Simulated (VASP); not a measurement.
OSZICAR of a VASP run on Au (relaxed from the diamond structure, space group Fd-3m):

OSZICAR:
```
       N       E                     dE             d eps       ncg     rms          rms(c)
DAV:   1     0.995924894434E+02    0.99592E+02   -0.95632E+03  2168   0.108E+03
DAV:   2    -0.481043263583E+01   -0.10440E+03   -0.10108E+03  2510   0.232E+02
DAV:   3    -0.650475560503E+01   -0.16943E+01   -0.16872E+01  2433   0.321E+01
DAV:   4    -0.651567233640E+01   -0.10917E-01   -0.10922E-01  2622   0.269E+00
DAV:   5    -0.651582583795E+01   -0.15350E-03   -0.15347E-03  2594   0.318E-01    0.996E+00
DAV:   6    -0.599490660049E+01    0.52092E+00   -0.19789E+00  2524   0.114E+01    0.706E+00
DAV:   7    -0.597717749485E+01    0.17729E-01   -0.27052E-02  2427   0.122E+00    0.378E+00
DAV:   8    -0.597130774262E+01    0.58698E-02   -0.20277E-03  2379   0.351E-01    0.583E-02
DAV:   9    -0.597131218790E+01   -0.44453E-05   -0.55668E-05  2685   0.579E-02    0.267E-02
DAV:  10    -0.597133055207E+01   -0.18364E-04   -0.10253E-05  2433   0.277E-02    0.434E-03
DAV:  11    -0.597132943376E+01    0.11183E-05   -0.28581E-07  2470   0.442E-03    0.190E-03
DAV:  12    -0.597133091399E+01   -0.14802E-05   -0.86101E-08  1892   0.219E-03    0.284E-04
DAV:  13    -0.597133112854E+01   -0.21455E-06   -0.49459E-09  1311   0.571E-04    0.205E-04
DAV:  14    -0.597133104862E+01    0.79918E-07   -0.72762E-10  1171   0.208E-04
   1 F= -.59713310E+01 E0= -.59713310E+01  d E =0.000000E+00
```

Task: Which electronic solver shows in the log?

Result: It is blocked Davidson (ALGO = Normal, or the opening steps of other solvers). The INCAR had ALGO = Normal.

Task: Can the final energy be trusted as converged?

Result: Self-consistency was reached. It stopped with EDIFF = 1E-7, NELM = 100 (PBEsol GGA, plane waves, VASP's PBE PAW potentials (set 64)).

The structure was generated: Au was put into the diamond type (Fd-3m), which need not be its known phase. It was relaxed first, which changed the volume by +13 %.
